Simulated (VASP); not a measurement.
Here is a VASP 6.6.1 calculation.

INCAR

```
SYSTEM = Hf
ALGO = Fast
EDIFF = 1E-7
EDIFFG = -0.002
ENCUT = 350
IBRION = 2
ISIF = 3
ISMEAR = 0
LASPH = .TRUE.
LCHARG = .FALSE.
LREAL = .FALSE.
LWAVE = .FALSE.
NELM = 80
NSW = 80
PREC = Accurate
PSTRESS = 120.0
SIGMA = 0.1
```

The input KPOINTS:

```
k-points
0
G
  8 8 8
  0 0 0
```

POSCAR

```
Hf                                      
1.0
   -1.6189213566      1.6189213566      1.6189213566
    1.6189213566     -1.6189213566      1.6189213566
    1.6189213566      1.6189213566     -1.6189213566
  Hf            
     1
Direct
     0.0000000000000000    1.0000000000000000    0.0000000000000000
```

Potentials or basis: VASP PAW LDA potentials, release 64 (Hf_pv).

Command:

```sh
$ cat potpaw_LDA.64/Hf_pv/POTCAR > POTCAR
$ mpirun -np 1 vasp_std > vasp.out
```

(1) What does it give for the space group after relaxing (to 0.05 Å)?

(2) What does it give for the relaxed cell?

(3) What does it give for the band gap on the k mesh?

Results:

(1) Im-3m (No. 229).

(2) a = 2.901 Å, b = 2.901 Å, c = 2.901 Å, α = 109.47°, β = 109.47°, γ = 109.47°.

(3) none (metal or under the smearing width).
